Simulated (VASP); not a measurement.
These are PBEsol GGA, VASP's PBE PAW potentials (set 64) (plane waves; VASP) values and carry that method's errors.

VASP ran on this input.

**KPOINTS**
```
Automatic mesh
0
Gamma
15 15 15
0 0 0
```

### INCAR
```
SYSTEM = Ir
PREC = Accurate; ENCUT = 530; LREAL = .FALSE.
LASPH = .TRUE.
EDIFF = 1E-7; NELM = 100; ALGO = Normal
LMAXMIX = 6
ISMEAR = 1; SIGMA = 0.1
GGA = PS
IBRION = 6; NSW = 1; ISIF = 3
POTIM = 0.015; NFREE = 2
LWAVE = .FALSE.; LCHARG = .FALSE.
```

### POSCAR
```
Ir
1
    0.0000000000     1.9166122003     1.9166122003
    1.9166122003    -0.0000000000     1.9166122003
    1.9166122003     1.9166122003     0.0000000000
Ir
1
Direct
  0.0000000000   0.0000000000   0.0000000000
```

POTCAR, in this order: Ir (PBE.64 set). Program: vasp_std.

The run wrote:

File OSZICAR:
```
...
DAV:   6    -0.981869404680E+01   -0.85012E-04   -0.18362E-06  5368   0.127E-02    0.201E-03
DAV:   7    -0.981869940916E+01   -0.53624E-05   -0.65007E-08  3296   0.280E-03    0.506E-04
DAV:   8    -0.981870068410E+01   -0.12749E-05   -0.71749E-09  2688   0.109E-03    0.778E-05
DAV:   9    -0.981870063472E+01    0.49374E-07   -0.67736E-10  2472   0.324E-04
   6 F= -.98187006E+01 E0= -.98185860E+01  d E =-.343801E-03
       N       E                     dE             d eps       ncg     rms          rms(c)
DAV:   1    -0.987620624211E+01   -0.57506E-01   -0.24751E+00  5544   0.232E+01    0.234E+00
DAV:   2    -0.982645412680E+01    0.49752E-01   -0.10745E-01  5704   0.446E+00    0.748E-01
DAV:   3    -0.981859841598E+01    0.78557E-02   -0.27708E-02  6344   0.202E+00    0.209E-01
DAV:   4    -0.981842002405E+01    0.17839E-03   -0.79670E-04  5944   0.304E-01    0.370E-02
DAV:   5    -0.981842990057E+01   -0.98765E-05   -0.20730E-05  6848   0.418E-02    0.145E-02
DAV:   6    -0.981843349738E+01   -0.35968E-05   -0.39731E-06  6152   0.203E-02    0.284E-03
DAV:   7    -0.981843337069E+01    0.12669E-06   -0.73953E-08  3904   0.358E-03    0.106E-03
DAV:   8    -0.981843338168E+01   -0.10994E-07   -0.85799E-09  2560   0.115E-03
   7 F= -.98184334E+01 E0= -.98183110E+01  d E =-.367125E-03
       N       E                     dE             d eps       ncg     rms          rms(c)
DAV:   1    -0.984264556450E+01   -0.24212E-01   -0.11241E+00 18224   0.136E+01    0.113E+00
DAV:   2    -0.982554652394E+01    0.17099E-01   -0.34493E-02 18568   0.242E+00    0.446E-01
DAV:   3    -0.982246027563E+01    0.30862E-02   -0.10318E-02 20904   0.116E+00    0.134E-01
DAV:   4    -0.982237533769E+01    0.84938E-04   -0.35015E-04 19328   0.235E-01    0.255E-02
DAV:   5    -0.982237501825E+01    0.31944E-06   -0.10237E-05 20072   0.391E-02    0.106E-02
DAV:   6    -0.982237535835E+01   -0.34011E-06   -0.11109E-06 18776   0.125E-02    0.167E-03
DAV:   7    -0.982237538690E+01   -0.28546E-07   -0.24602E-08  9840   0.200E-03
   8 F= -.98223754E+01 E0= -.98223546E+01  d E =-.624971E-04
       N       E                     dE             d eps       ncg     rms          rms(c)
DAV:   1    -0.984336904966E+01   -0.20994E-01   -0.72702E-01 16984   0.787E+00    0.726E-01
DAV:   2    -0.982685093562E+01    0.16518E-01   -0.19889E-02 17824   0.139E+00    0.321E-01
DAV:   3    -0.982244032294E+01    0.44106E-02   -0.11448E-02 19704   0.880E-01    0.120E-01
DAV:   4    -0.982237577220E+01    0.64551E-04   -0.27761E-04 18440   0.220E-01    0.206E-02
DAV:   5    -0.982237542597E+01    0.34624E-06   -0.40334E-06 21344   0.227E-02    0.537E-03
DAV:   6    -0.982237538061E+01    0.45358E-07   -0.15724E-07 16096   0.484E-03
   9 F= -.98223754E+01 E0= -.98223546E+01  d E =-.624801E-04
       N       E                     dE             d eps       ncg     rms          rms(c)
DAV:   1    -0.978188988711E+01    0.40486E-01   -0.66525E-01 17376   0.754E+00    0.439E-01
DAV:   2    -0.979300503231E+01   -0.11115E-01   -0.88113E-03 18592   0.978E-01    0.221E-01
DAV:   3    -0.981307056971E+01   -0.20066E-01   -0.64124E-03 19456   0.666E-01    0.845E-02
DAV:   4    -0.982109362115E+01   -0.80231E-02   -0.54927E-04 19944   0.235E-01    0.160E-02
DAV:   5    -0.982225049742E+01   -0.11569E-02   -0.14542E-05 21600   0.371E-02    0.920E-03
DAV:   6    -0.982237285823E+01   -0.12236E-03   -0.53685E-07 18904   0.933E-03    0.674E-04
DAV:   7    -0.982237932934E+01   -0.64711E-05   -0.11642E-08 10416   0.146E-03    0.285E-04
DAV:   8    -0.982237561076E+01    0.37186E-05   -0.95977E-10  8312   0.394E-04    0.974E-05
DAV:   9    -0.982237553542E+01    0.75342E-07   -0.12467E-10  7992   0.178E-04
  10 F= -.98223755E+01 E0= -.98223547E+01  d E =-.625034E-04
       N       E                     dE             d eps       ncg     rms          rms(c)
DAV:   1    -0.984336392553E+01   -0.20988E-01   -0.73329E-01 16848   0.790E+00    0.727E-01
DAV:   2    -0.982685396486E+01    0.16510E-01   -0.19892E-02 17864   0.142E+00    0.321E-01
DAV:   3    -0.982244022927E+01    0.44137E-02   -0.11409E-02 19568   0.879E-01    0.121E-01
DAV:   4    -0.982237595877E+01    0.64271E-04   -0.27851E-04 19072   0.220E-01    0.221E-02
DAV:   5    -0.982237544535E+01    0.51342E-06   -0.44100E-06 21040   0.243E-02    0.531E-03
DAV:   6    -0.982237539283E+01    0.52514E-07   -0.16981E-07 16648   0.515E-03
  11 F= -.98223754E+01 E0= -.98223546E+01  d E =-.624306E-04
       N       E                     dE             d eps       ncg     rms          rms(c)
DAV:   1    -0.983519290627E+01   -0.12817E-01   -0.62701E-01 16840   0.735E+00    0.444E-01
DAV:   2    -0.982728719488E+01    0.79057E-02   -0.82691E-03 18584   0.963E-01    0.222E-01
DAV:   3    -0.982301771614E+01    0.42695E-02   -0.61035E-03 19360   0.669E-01    0.839E-02
DAV:   4    -0.982240528647E+01    0.61243E-03   -0.61653E-04 20168   0.242E-01    0.145E-02
DAV:   5    -0.982237373943E+01    0.31547E-04   -0.10725E-05 20528   0.348E-02    0.863E-03
DAV:   6    -0.982237392014E+01   -0.18071E-06   -0.40844E-07 19976   0.787E-03    0.546E-04
DAV:   7    -0.982237454376E+01   -0.62361E-06   -0.62841E-09 10184   0.108E-03    0.182E-04
DAV:   8    -0.982237506721E+01   -0.52345E-06   -0.47109E-10  8304   0.283E-04    0.629E-05
DAV:   9    -0.982237532341E+01   -0.25621E-06   -0.86634E-11  7872   0.135E-04    0.109E-05
DAV:  10    -0.982237537496E+01   -0.51545E-07   -0.20562E-11  7704   0.689E-05
  12 F= -.98223754E+01 E0= -.98223545E+01  d E =-.625034E-04
       N       E                     dE             d eps       ncg     rms          rms(c)
DAV:   1    -0.984338064209E+01   -0.21005E-01   -0.73563E-01 16896   0.795E+00    0.727E-01
DAV:   2    -0.982685232415E+01    0.16528E-01   -0.19764E-02 18320   0.139E+00    0.321E-01
DAV:   3    -0.982244055300E+01    0.44118E-02   -0.11388E-02 19576   0.878E-01    0.121E-01
DAV:   4    -0.982237574130E+01    0.64812E-04   -0.27855E-04 19008   0.221E-01    0.208E-02
DAV:   5    -0.982237544352E+01    0.29778E-06   -0.39287E-06 21280   0.226E-02    0.537E-03
DAV:   6    -0.982237539474E+01    0.48781E-07   -0.15451E-07 16496   0.487E-03
  13 F= -.98223754E+01 E0= -.98223546E+01  d E =-.624776E-04
       N       E                     dE             d eps       ncg     rms          rms(c)
DAV:   1    -0.977415775493E+01    0.48218E-01   -0.12253E+00  1960   0.916E+00    0.261E-01
DAV:   2    -0.979221785516E+01   -0.18060E-01   -0.21282E-02  2856   0.178E+00    0.159E-01
DAV:   3    -0.982360649295E+01   -0.31389E-01   -0.66601E-03  2608   0.624E-01    0.216E-02
DAV:   4    -0.982495797876E+01   -0.13515E-02   -0.11963E-04  2632   0.115E-01    0.116E-02
DAV:   5    -0.982504402323E+01   -0.86044E-04   -0.52406E-07  2704   0.800E-03    0.491E-04
DAV:   6    -0.982504383476E+01    0.18847E-06   -0.36878E-09  2112   0.748E-04    0.180E-04
DAV:   7    -0.982504481787E+01   -0.98310E-06   -0.29896E-10  1352   0.217E-04    0.842E-05
DAV:   8    -0.982504455676E+01    0.26111E-06   -0.71451E-11  1136   0.129E-04    0.124E-05
DAV:   9    -0.982504454671E+01    0.10052E-07   -0.10213E-11  1040   0.437E-05
  14 F= -.98250445E+01 E0= -.98249253E+01  d E =-.357627E-03
       N       E                     dE             d eps       ncg     rms          rms(c)
DAV:   1    -0.982283253699E+01    0.22120E-02   -0.35878E+00  1920   0.143E+01    0.179E-01
DAV:   2    -0.982575981596E+01   -0.29273E-02   -0.36457E-02  2048   0.255E+00    0.109E-01
DAV:   3    -0.982515559030E+01    0.60423E-03   -0.12146E-03  2472   0.343E-01    0.379E-02
DAV:   4    -0.982504534040E+01    0.11025E-03   -0.36275E-04  2424   0.147E-01    0.102E-02
DAV:   5    -0.982504457139E+01    0.76901E-06   -0.75625E-06  2584   0.363E-02    0.131E-03
DAV:   6    -0.982504457898E+01   -0.75918E-08   -0.14816E-07  2312   0.470E-03
  15 F= -.98250446E+01 E0= -.98249254E+01  d E =-.357499E-03
```

**OUTCAR**
```
------------------------ aborting loop because EDIFF is reached ----------------------------------------
  FORCE on cell =-STRESS in cart. coord.  units (eV):
  Direction    XX          YY          ZZ          XY          YZ          ZX
  --------------------------------------------------------------------------------------
  Total       -0.0015549     -0.0015549     -0.0015549     -0.0000000      0.0000000     -0.0000000
  in kB       -0.1769180     -0.1769180     -0.1769180     -0.0000000      0.0000000     -0.0000000
  external PRESSURE =      -0.1769180 kB  Pullay stress =       0.0000000 kB
  volume of cell :       14.08
      direct lattice vectors                 reciprocal lattice vectors
     0.000000000  1.916612200  1.916612200    -0.260876979  0.260876979  0.260876979
     1.916612200  0.000000000  1.916612200     0.260876979 -0.260876979  0.260876979
     1.916612200  1.916612200  0.000000000     0.260876979  0.260876979 -0.260876979
 POSITION                                       TOTAL-FORCE (eV/Angst)
 -----------------------------------------------------------------------------------
     -0.01500      0.00000      0.00000         0.000000      0.000000      0.000000
 -----------------------------------------------------------------------------------
    total drift:                               -0.000164      0.000000      0.000000
  FREE ENERGIE OF THE ION-ELECTRON SYSTEM (eV)
  ---------------------------------------------------
  free  energy   TOTEN  =        -9.8250445790 eV

  energy  without entropy=       -9.8246870799  energy(sigma->0) =       -9.82492541

   1 f  =    0.000000 THz     0.000000 2PiTHz    0.000000 cm-1     0.000000 meV
             X         Y         Z           dx          dy          dz
      0.000000  0.000000  0.000000     0.352617   -0.935768    0.000000

   2 f  =    0.000000 THz     0.000000 2PiTHz    0.000000 cm-1     0.000000 meV
             X         Y         Z           dx          dy          dz
      0.000000  0.000000  0.000000    -0.935768   -0.352617    0.000000

   3 f  =    0.000000 THz     0.000000 2PiTHz    0.000000 cm-1     0.000000 meV
             X         Y         Z           dx          dy          dz
      0.000000  0.000000  0.000000     0.000000    0.000000    1.000000

 ELASTIC MODULI CONTR FROM IONIC RELAXATION (kBar)
 Direction    XX          YY          ZZ          XY          YZ          ZX
 --------------------------------------------------------------------------------
 XX           0.0000      0.0000      0.0000      0.0000      0.0000      0.0000
 YY           0.0000      0.0000      0.0000      0.0000      0.0000      0.0000
 ZZ           0.0000      0.0000      0.0000      0.0000      0.0000      0.0000
 XY           0.0000      0.0000      0.0000      0.0000      0.0000      0.0000
 YZ           0.0000      0.0000      0.0000      0.0000      0.0000      0.0000
 ZX           0.0000      0.0000      0.0000      0.0000      0.0000      0.0000
 --------------------------------------------------------------------------------

 TOTAL ELASTIC MODULI (kBar)
 Direction    XX          YY          ZZ          XY          YZ          ZX
 --------------------------------------------------------------------------------
 XX        6541.1381   2594.9226   2594.9226     -0.0000     -0.0000      0.0000
 YY        2594.9226   6541.1381   2594.9226     -0.0000     -0.0000      0.0000
 ZZ        2594.9226   2594.9226   6541.1381     -0.0000     -0.0000      0.0000
 XY          -0.0000     -0.0000     -0.0000   2716.4332      0.0000      0.0000
 YZ          -0.0000     -0.0000     -0.0000      0.0000   2716.4332     -0.0000
 ZX           0.0000      0.0000      0.0000      0.0000     -0.0000   2716.4332
 --------------------------------------------------------------------------------
```
(Selected blocks of OUTCAR.)

Finite-difference elastic constants of metals are sensitive to mesh and smearing; shear constants can be off by tens of GPa.

The compound is Ir in the fcc structure. It was relaxed first.
